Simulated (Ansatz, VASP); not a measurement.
## Cross-check of AlGaAsN between VASP and Ansatz

Aim: how closely do two programs agree when they are given the same cell, functional and k mesh? The cell is invented: As first built, before any earlier steps moved the atoms (in the runner's words): it takes the AlGaAs2 structure with some of its atoms replaced by other elements, volume scaled by an estimate. It may not be a known or stable phase. The cell is taken from a series of runs on this material, whose earlier steps may have relaxed, scaled, displaced or heated it; both programs get it as it stands.

Method: plane waves, with VASP 6.6.1 beside it; electric field gradients at LDA and single point at LDA, in Ansatz 0.2.0.

**1. Starting point**

It takes space group Cm (No. 8, monoclinic). Conventional cell: a = 6.130 Å, b = 3.538 Å, c = 6.281 Å, α = 90.00°, β = 109.03°, γ = 90.00°. Nearest to As lie 3 Al at 2.33 Å and 1 Ga at 2.41 Å. Nearest to Ga lie 3 N at 2.11 Å and 1 As at 2.41 Å. Al has 1 N at 1.86 Å and 3 As at 2.33 Å nearest. Nearest to N lie 1 Al at 1.86 Å and 3 Ga at 2.11 Å. As first built, before any earlier steps moved the atoms (in the runner's words): sites of the AlGaAs2 structure (space group 160) filled with other elements, volume scaled by an estimate. Farther neighbours and most contacts between anions are not listed.

**2. Ansatz: electric field gradients, LDA**

Ansatz runs on its default PAW (the set named soft_2) files.

Field gradients test the density near the nuclei, where the PAW reconstruction matters most.

Input file input.yaml:

```yaml
crystal:
  lattice:
    - [3.06487799, -1.76911378, 0.0]
    - [3.06487799, 1.76911378, 0.0]
    - [-2.04759218, 0.0, 5.93751928]
  atoms:
    - { symbol: As, position: [0.62320691, 0.62320691, 0.865236759] }
    - { symbol: Ga, position: [0.489162869, 0.489162869, 0.459783228] }
    - { symbol: Al, position: [0.019831035, 0.019831035, 0.05478547] }
    - { symbol: "N", position: [0.125451747, 0.125451747, 0.368825543] }
hamiltonian:
  xc: lda
  pseudopotentials: { kind: paw }
kpoints:
  mp_grid: { grid: [6, 6, 4] }
scf:
  occupations: { method: gaussian, width: 0.05 }
  n_extra_bands: 5
output:
  forces: true
  stress: true
  eigenvalues: true
  efg: {}
  write_density: true
  write_potential: true
  elf: true
  volumetric_format: npy
```

Launch:

```bash
> ansatz run input.yaml --threads 2 --pin off --max-ram 4608MiB --backend cpu --events-out ev --progress --plain --runs-dir out
```

Numbers of over 12 decimals in the logs are rounded to 6 here.

What it wrote:

```text
scf.n_extra_bands = 5 over 18 filled bands (N_el = 36.0): the run solves 23 bands
Engine: ansatz 0.2.0, x86_64-unknown-linux-gnu
Pseudopotentials: kind: paw
Pseudopotential: As, paw, valence charge 15, recommended cutoff 420 eV (normal), As.paw.azcp
Pseudopotential: Ga, paw, valence charge 13, recommended cutoff 420 eV (normal), Ga.paw.azcp
Pseudopotential: Al, paw, valence charge 3, recommended cutoff 420 eV (normal), Al.paw.azcp
Pseudopotential: N, paw, valence charge 5, recommended cutoff 420 eV (normal), N.paw.azcp
Functional definition: SPW92
  exchange = slater_x
  correlation = pw_c
Crystal: 4 atoms, lattice volume = 64.388 Å³
Basis set: ecut = 420 eV, 1249 PW (Γ)
Bands: 23, of which v1, the nominal top of the filled ones, is band 18 counted from 1 (17 counted from 0)
Symmetry: 2 space group operations
Space group: Cm (ITA 8), of the structure as read, at distance tolerance 4.0e-5 Å
k-points: 47 of 144 (time reversal used)
Non-local potential: As, projectors of the file, l = 0: 2, l = 1: 2, l = 2: 3, l = 3: 1
Non-local potential: Ga, projectors of the file, l = 0: 2, l = 1: 2, l = 2: 3, l = 3: 1
Non-local potential: Al, projectors of the file, l = 0: 2, l = 1: 2, l = 2: 1
Non-local potential: N, projectors of the file, l = 0: 2, l = 1: 2, l = 2: 1
PAW form: soft (Blöchl's): semilocal exchange-correlation on the pseudo side does not see the compensation charge
PAW frozen core: As, regenerated for the run's functional, and the local potential with it (the file was generated under x = pbe(κ = 0.804, μ = 0.219515), c = pbe(β = 0.066725))
PAW frozen core: Ga, regenerated for the run's functional, and the local potential with it (the file was generated under x = pbe(κ = 0.804, μ = 0.219515), c = pbe(β = 0.066725))
PAW frozen core: Al, regenerated for the run's functional, and the local potential with it (the file was generated under x = pbe(κ = 0.804, μ = 0.219515), c = pbe(β = 0.066725))
PAW frozen core: N, regenerated for the run's functional, and the local potential with it (the file was generated under x = pbe(κ = 0.804, μ = 0.219515), c = pbe(β = 0.066725))
PAW one-centre angular grid: As, 590 points (default); XC on 64 Gauss nodes
PAW one-centre angular grid: Ga, 590 points (default); XC on 64 Gauss nodes
PAW one-centre angular grid: Al, 110 points (default); XC on 64 Gauss nodes
PAW one-centre angular grid: N, 110 points (default); XC on 64 Gauss nodes
Initial density: superposition of atomic densities (neutral atoms: chi_scale 0, normalization atom), corrected by the library's trained network
Initial wavefunctions: pseudopotential atomic-orbital guess
Functional: x = slater, c = lda
SCF iter   1: F=—  HF=-9368.466138 eV  |F-HF|=—  |Δ(HF+E_count)|=         —  Δρ=1.07e-2  dr2=8.38e-2  ethr=1.77e-3  ⟨swp⟩=6.1  Hψ=5407  notcnv=0
preconditioner: auto → none  [insulator: Δε(μ)=0.151 eV  Ē_g=13.846 eV  σ=0.050 eV  W_gap=0.75  n_scr=16 (ndim 8)  ℏωp=23.6 eV  f_vac=0.004  D(μ)=0.50/eV (n_scr^D=2)  ε∞_Penn≈3.9]
SCF iter   2: F=—  HF=-9368.447656 eV  |F-HF|=—  |Δ(HF+E_count)|=   1.85e-2  Δρ=3.17e-3  dr2=6.99e-3  ethr=2.33e-4  ⟨swp⟩=2.0  Hψ=1706  notcnv=0  defer=40
SCF iter   3: F=—  HF=-9368.446064 eV  |F-HF|=—  |Δ(HF+E_count)|=   1.59e-3  Δρ=1.04e-3  dr2=9.09e-4  ethr=1.94e-5  ⟨swp⟩=2.3  Hψ=1444  notcnv=0  defer=40
SCF iter   4: F=—  HF=-9368.445847 eV  |F-HF|=—  |Δ(HF+E_count)|=   2.17e-4  Δρ=4.00e-4  dr2=1.20e-4  ethr=2.53e-6  ⟨swp⟩=2.0  Hψ=1641  notcnv=0  defer=40
SCF iter   5: F=—  HF=-9368.445822 eV  |F-HF|=—  |Δ(HF+E_count)|=   2.58e-5  Δρ=9.16e-5  dr2=2.63e-6  ethr=3.34e-7  ⟨swp⟩=2.0  Hψ=1263  notcnv=0  defer=40
SCF iter   6: F=—  HF=-9368.445819 eV  |F-HF|=—  |Δ(HF+E_count)|=   2.27e-6  Δρ=3.06e-5  dr2=2.90e-7  ethr=7.31e-9  ⟨swp⟩=2.0  Hψ=1654  notcnv=0  defer=40
SCF iter   7: F=-9368.445819 eV  HF=-9368.445819 eV  |F-HF|=1.53e-9  |Δ(HF+E_count)|=   9.21e-9  Δρ=6.36e-6  dr2=1.47e-8  ethr=2.78e-10  ⟨swp⟩=11.5  Hψ=7267  notcnv=0
SCF 1 converged in 7 iterations: F = -9368.445819 eV  dr2 = 1.47e-8
  greatest PAW one-centre occupation: 0.999 electrons in one spin orbital (limit 2), on the As atom at site 0 (counted from 0), in its partial waves of l = 2
SCF converged after 7 iterations
Free energy (F): -9368.445819 eV
Harris-Foulkes:  -9368.445819 eV  (|F-HF|=1.53e-9)
Internal energy: -9368.445120 eV  (E = F + TS)
E sigma→0 (E₀):  -9368.445470 eV
Entropy (-TS):   -0.000699 eV (-0.175 meV/atom)
Fermi energy:    8.966085 eV
--- Per-component energies (eV) ---
  E_band       = -287.733388
  E_kinetic    = 374.230287
  E_local      = -4143.628536  (includes V_loc(G=0)·N_el)
  E_nonlocal   = -177.711701
  E_hartree    = 2059.904421
  E_xc         = -246.692627
  E_vxc        = -243.697239  (∫ρ·V_xc dr)
  E_paw        = -4231.220776  (= ΣΔE_a)
  E_vpaw       = -216.737757  (= ΣTr[D̂ρ^β])
  E_aug_tail   = -0.000082  (compensation charges beyond the density's cutoff)
  E_ewald      = -3007.265577
  E_core_change = 3.939471  (= ΣΔE_core)
  E_smearing   = -0.000699  (= −TS)
  E_closure    = -0.000000  (closes the sum)
  Σ components = -9368.445819   (vs F -9368.445819, Δ=0.00e0)
--- Forces (eV/Å), atoms counted from 1 ---
  atom   1  As    -0.00203623    -0.00000000     0.03969374
  atom   2  Ga    -0.00382893     0.00000000     0.01856308
  atom   3  Al     0.00625911     0.00000000    -0.04088090
  atom   4  N     -0.00039401    -0.00000000    -0.01742580
  max |Σ_I F_I| component: 4.99e-5 eV/Å
--- Stress (GPa, compression-positive) ---
       -0.648476       0.000000       0.065374
        0.000000      -0.513110       0.000000
        0.065374       0.000000      -0.647763
  P = ⅓ Tr σ = -0.6031 GPa (-6.031 kbar)
--- PAW observables at the nuclei: V_zz in 10²¹ V/m², potentials from the cell's mean, atoms counted from 1 ---
  atom   1  As V_zz =   +12.983297   η = 0.0124   by run symmetry: allowed
            electrostatic potential = -4516.055273 V   contact ρ = none
  atom   2  Ga V_zz =    -0.814329   η = 0.0723   by run symmetry: allowed
            electrostatic potential = -4131.033625 V   contact ρ = none
  atom   3  Al V_zz =    -2.383223   η = 0.0085   by run symmetry: allowed
            electrostatic potential = -1231.306569 V   contact ρ = none
  atom   4  N  V_zz =    -4.350905   η = 0.0052   by run symmetry: allowed
            electrostatic potential = -514.855119 V   contact ρ = none
--- Band table (eV; the first three rows and the last of 47) ---
  k-point 0: bands = [... 14 lower, 5.9181, 6.9682, 7.3174, 9.4172, 9.4206, 13.6737, 14.3081, 14.5153, ... 1 higher]
  k-point 1: bands = [... 14 lower, 5.9257, 5.9263, 8.5280, 9.3428, 9.3465, 12.9689, 13.7379, 14.6053, ... 1 higher]
  k-point 2: bands = [... 14 lower, 5.9345, 5.9351, 9.2566, 9.2721, 9.2759, 11.9974, 13.7967, 14.6984, ... 1 higher]
  k-point 46: bands = [... 14 lower, 4.3322, 4.8848, 4.8865, 7.5954, 10.4520, 11.6969, 12.6815, 13.3984, ... 1 higher]
```

The run ends at a pressure of -0.60 GPa, with forces up to 0.041 eV/Å.

**3. VASP: electric field gradients, LDA**

The same cell, functional (in two slightly different forms), mesh and smearing now go to VASP, with its own data sets and cutoff.

Lines of VASP's logs that name or quote its potential files are left out, and so is its time.

Input file INCAR:

```
SYSTEM = AlGaAsN
PREC = Accurate
ENCUT = 680
EDIFF = 1E-06
NELM = 100
ISMEAR = 0
SIGMA = 0.05
LREAL = .FALSE.
ALGO = Normal
GGA = CA
NBANDS = 19
LORBIT = 11
LWAVE = .FALSE.
LCHARG = .FALSE.
KPAR = 2
ISIF = 2
LEFG = .TRUE.
LASPH = .TRUE.
```

Input file POSCAR:

```
AlGaAsN
1.0
    3.0648779900     -1.7691137800      0.0000000000
    3.0648779900      1.7691137800      0.0000000000
   -2.0475921800      0.0000000000      5.9375192800
As Ga Al N
1 1 1 1
Direct
    0.6232069100      0.6232069100      0.8652367590
    0.4891628690      0.4891628690      0.4597832280
    0.0198310350      0.0198310350      0.0547854700
    0.1254517470      0.1254517470      0.3688255430
```

Input file KPOINTS:

```
Automatic mesh
0
Gamma
6 6 4
0 0 0
```

Potentials, in the order of the species: As_GW, Ga_d_GW, Al_GW and N_GW (LDA family, release 64).

Launch:

```bash
> mpirun -np 2 vasp_std
```

What it wrote:

```text
[banner, memory and clock lines left out]
running    2 mpi-ranks, on    1 nodes
 distrk:  each k-point on    1 cores,    2 groups
 distr:  one band on    1 cores,    1 groups

 POSCAR found type information on POSCAR AsGaAlN
 POSCAR found :  4 types and       4 ions
 LDA part: xc-table for (Slater(with rela. corr.)+CA(PZ))
 , standard interpolation
 POSCAR, INCAR and KPOINTS ok, starting setup
 FFT: planning ... GRIDC
 FFT: planning ... GRID_SOFT
 FFT: planning ... GRID
 WAVECAR not read
 entering main loop
       N       E                     dE             d eps       ncg     rms          rms(c)
DAV:   1     0.232656095965E+03    0.23266E+03   -0.14879E+04  1786   0.203E+03
DAV:   2     0.710068873942E+01   -0.22556E+03   -0.21633E+03  1927   0.450E+02
DAV:   3    -0.244181464415E+02   -0.31519E+02   -0.30746E+02  2502   0.190E+02
DAV:   4    -0.258734753168E+02   -0.14553E+01   -0.14516E+01  2622   0.413E+01
DAV:   5    -0.259058700539E+02   -0.32395E-01   -0.32383E-01  2559   0.578E+00    0.916E+00
DAV:   6    -0.236452237667E+02    0.22606E+01   -0.11885E+01  2829   0.528E+01    0.422E+00
DAV:   7    -0.234209433872E+02    0.22428E+00   -0.13407E+00  2231   0.142E+01    0.244E+00
DAV:   8    -0.233788591951E+02    0.42084E-01   -0.30813E-01  2457   0.513E+00    0.789E-01
DAV:   9    -0.233726357402E+02    0.62235E-02   -0.37434E-02  2854   0.284E+00    0.234E-01
DAV:  10    -0.233721059695E+02    0.52977E-03   -0.63371E-03  2523   0.111E+00    0.463E-02
DAV:  11    -0.233721505997E+02   -0.44630E-04   -0.56808E-04  2466   0.224E-01    0.307E-02
DAV:  12    -0.233721424404E+02    0.81592E-05   -0.55490E-05  2696   0.762E-02    0.517E-03
DAV:  13    -0.233721425351E+02   -0.94671E-07   -0.35348E-06  2034   0.373E-02
ion   1
     0.0000000     0.0000000     0.0000000    -1.5940442     0.0157108    -0.0137344
     0.0000490     0.0000000     0.0000000    -1.5940442     0.0157108    -0.0137344
     0.0000675     0.0000000     0.0000000    -1.5940442     0.0157108    -0.0137344
     0.0000929     0.0000000     0.0000000    -1.5940442     0.0157108    -0.0137344
     0.0001280     0.0000000     0.0000000    -1.5940441     0.0157108    -0.0137344

     0.0000000     0.0000000     0.0000000   -99.8982437     0.9456809    -0.6925514
     0.0000490     0.0000000     0.0000000   -99.8946451     0.9456461    -0.6925250
     0.0000675     0.0000000     0.0000000   -99.8926382     0.9456266    -0.6925101
     0.0000929     0.0000000     0.0000000   -99.8893923     0.9455951    -0.6924860
     0.0001280     0.0000000     0.0000000   -99.8841693     0.9455443    -0.6924470

ion   2
     0.0000000     0.0000000     0.0000000     0.4079785    -0.0022490     0.0027493
     0.0000481     0.0000000     0.0000000     0.4079785    -0.0022490     0.0027493
     0.0000628     0.0000000     0.0000000     0.4079785    -0.0022490     0.0027493
     0.0000820     0.0000000     0.0000000     0.4079785    -0.0022490     0.0027493
     0.0001070     0.0000000     0.0000000     0.4079785    -0.0022490     0.0027493

     0.0000000     0.0000000     0.0000000    12.5052642    -0.0311928     0.2362125
     0.0000481     0.0000000     0.0000000    12.5047355    -0.0311903     0.2362093
     0.0000628     0.0000000     0.0000000    12.5044926    -0.0311890     0.2362080
     0.0000820     0.0000000     0.0000000    12.5041286    -0.0311870     0.2362060
     0.0001070     0.0000000     0.0000000    12.5035861    -0.0311838     0.2362032

ion   3
     0.0000000     0.0000000     0.0000000     2.4213729     0.0201330     0.0054426
     0.0000349     0.0000000     0.0000000     2.4213729     0.0201330     0.0054426
     0.0000480     0.0000000     0.0000000     2.4213729     0.0201330     0.0054426
     0.0000661     0.0000000     0.0000000     2.4213729     0.0201330     0.0054426
     0.0000910     0.0000000     0.0000000     2.4213729     0.0201330     0.0054426

     0.0000000     0.0000000     0.0000000    15.4680877     0.2206846     0.0876162
     0.0000349     0.0000000     0.0000000    15.4680679     0.2206843     0.0876161
     0.0000480     0.0000000     0.0000000    15.4680554     0.2206841     0.0876160
     0.0000661     0.0000000     0.0000000    15.4680346     0.2206838     0.0876159
     0.0000910     0.0000000     0.0000000    15.4679999     0.2206833     0.0876157

ion   4
     0.0000000     0.0000000     0.0000000    25.1256541     0.7953033     0.0824830
     0.0000281     0.0000000     0.0000000    25.1256539     0.7953033     0.0824830
     0.0000381     0.0000000     0.0000000    25.1256537     0.7953033     0.0824830
     0.0000517     0.0000000     0.0000000    25.1256533     0.7953032     0.0824830
     0.0000701     0.0000000     0.0000000    25.1256527     0.7953032     0.0824830

     0.0000000     0.0000000     0.0000000    37.6015705     1.1984855     0.1239314
     0.0000281     0.0000000     0.0000000    37.6015650     1.1984853     0.1239314
     0.0000381     0.0000000     0.0000000    37.6015613     1.1984852     0.1239314
     0.0000517     0.0000000     0.0000000    37.6015552     1.1984850     0.1239313
     0.0000701     0.0000000     0.0000000    37.6015451     1.1984847     0.1239313

   1 F= -.23372143E+02 E0= -.23371796E+02  d E =-.692307E-03
```

Parts of OUTCAR (step 3):

```text
ion  position               nearest neighbor table
   1  0.623  0.623  0.865-   3 2.33   3 2.33   3 2.33   2 2.41
   2  0.489  0.489  0.460-   4 2.11   4 2.11   4 2.11   1 2.41
   3  0.020  0.020  0.055-   4 1.86   1 2.33   1 2.33   1 2.33
   4  0.125  0.125  0.369-   3 1.86   2 2.11   2 2.11   2 2.11

  LATTYP: Found a base centered monoclinic cell.
 ALAT       =     6.1297559800
 B/A-ratio  =     0.5772216009
 C/A-ratio  =     1.0246193000
 COS(beta)  =    -0.3260151214

 Subroutine GETGRP returns: Found  2 space group operations
 (whereof  2 operations were pure point group operations)

The static configuration has the point symmetry C_1h.

 Found     47 irreducible k-points:

   k-points           NKPTS =     47   k-points in BZ     NKDIM =     47   number of bands    NBANDS=     19

   dimension x,y,z NGX =    30 NGY =   30 NGZ =   54
   dimension x,y,z NGXF=    60 NGYF=   60 NGZF=  108

   ENCUT  =  680.0 eV  49.98 Ry    7.07 a.u.   7.52  7.52 13.35*2*pi/ulx,y,z

   NELECT =      26.0000    total number of electrons

 k-points in reciprocal lattice and weights: Automatic mesh
   0.00000000  0.00000000  0.00000000       0.007
   0.16666667  0.00000000 -0.00000000       0.028
   0.33333333 -0.00000000 -0.00000000       0.028
   0.50000000 -0.00000000 -0.00000000       0.014
   0.16666667  0.16666667 -0.00000000       0.014
   0.33333333  0.16666667 -0.00000000       0.028
   0.50000000  0.16666667 -0.00000000       0.028
  -0.33333333  0.16666667  0.00000000       0.028
  -0.16666667  0.16666667  0.00000000       0.014
[...]
-0.33333333  0.33333333  0.50000000       0.014
   0.50000000  0.50000000  0.50000000       0.007

 average (electrostatic) potential at core
       1 -51.8128       2 -66.7200       3 -54.1939       4 -66.0331

 E-fermi :   5.4580

 k-point     1 :       0.0000    0.0000    0.0000
  band No.  band energies     occupation
    ...
      8      -2.2302      2.00000
      9       2.3998      2.00000
     10       2.4004      2.00000
     11       3.4582      2.00000
     12       3.8161      2.00000
     13       5.9115      0.00000
     14       5.9150      0.00000
     15      10.1711      0.00000
     16      10.7865      0.00000
     17      10.9915      0.00000
    ...

 k-point     2 :       0.1667    0.0000   -0.0000
  band No.  band energies     occupation
    ...
     10       2.1056      2.00000
     11       3.2472      2.00000
     12       3.6777      2.00000
     13       5.2891      2.00000
     14       5.4322      1.53476
     15       9.5941      0.00000
     16       9.9461      0.00000
     17      11.0582      0.00000
     18      11.4477      0.00000
     19      12.3824      0.00000

 k-point     3 :       0.3333   -0.0000   -0.0000
  band No.  band energies     occupation
    ...
      9      -0.3253      2.00000
     10       0.9605      2.00000
     11       1.5933      2.00000
     12       2.4495      2.00000
     13       4.4160      2.00000
     14       6.7057      0.00000
     15       8.6509      0.00000
     16       9.0312      0.00000
     17      10.4303      0.00000
     18      12.1059      0.00000
    ...

  Total       -0.1173902     -0.0632789     -0.1012967      0.0000000      0.0000000      0.0258368
  in kB       -2.9210472     -1.5745833     -2.5205872      0.0000000      0.0000000      0.6429019
  external PRESSURE =      -2.3387393 kB  Pullay stress =       0.0000000 kB

  energy-cutoff  :      680.00
  volume of cell :       64.39
      direct lattice vectors                 reciprocal lattice vectors
     3.064877990 -1.769113780  0.000000000     0.163138631 -0.282627384  0.056259419
     3.064877990  1.769113780  0.000000000     0.163138631  0.282627384  0.056259419
    -2.047592180  0.000000000  5.937519280     0.000000000  0.000000000  0.168420506

 POSITION                                       TOTAL-FORCE (eV/Angst)
 -----------------------------------------------------------------------------------
      2.04845      0.00000      5.13736        -0.002126      0.000000      0.021008
      2.05700      0.00000      2.72997        -0.003658      0.000000      0.008686
      0.00938      0.00000      0.32529         0.006301      0.000000     -0.011266
      0.01378      0.00000      2.18991        -0.000518      0.000000     -0.018428
 -----------------------------------------------------------------------------------
    total drift:                               -0.000001     -0.000000     -0.000053

  FREE ENERGIE OF THE ION-ELECTRON SYSTEM (eV)
  ---------------------------------------------------
  free  energy   TOTEN  =       -23.3721425351 eV

  energy  without entropy=      -23.3714502278  energy(sigma->0) =      -23.37179638

 Electric field gradients after diagonalization (V/A^2)
 (convention: |V_zz| > |V_xx| > |V_yy|)
----------------------------------------------------------------------
 ion       V_xx      V_yy      V_zz     asymmetry (V_yy - V_xx)/ V_zz
----------------------------------------------------------------------
   1     -63.739   -62.235   125.974       0.012
   2       7.442     6.909   -14.351       0.037
   3       9.721     9.531   -19.252       0.010
   4      22.671    22.404   -45.075       0.006
----------------------------------------------------------------------

 total charge
# of ion       s       p       d       tot
------------------------------------------
    1        1.190   1.741   0.036   2.967
    2        0.819   0.688  10.044  11.551
    3        0.485   0.568   0.139   1.191
    4        1.216   2.321   0.000   3.537
--------------------------------------------------
tot          3.710   5.317  10.219  19.247

[... 3 further parts left out ...]
```

The run ends at a pressure of -0.23 GPa, with forces up to 0.021 eV/Å.

(Part 1 of 2 ends here.)

[Lines on the potential files, build, host, timing and source positions are cut from VASP's logs without a mark.]

[Logs are printed without paths, hosts, clocks, repeated set-up lines and the standing remarks that a program may print on its own settings, such as how far it seeks lower states.]

[Hosts, paths, dates, database ids (printed as entryN), source tags and the programs' standing remarks are cut or masked in the printed files.]
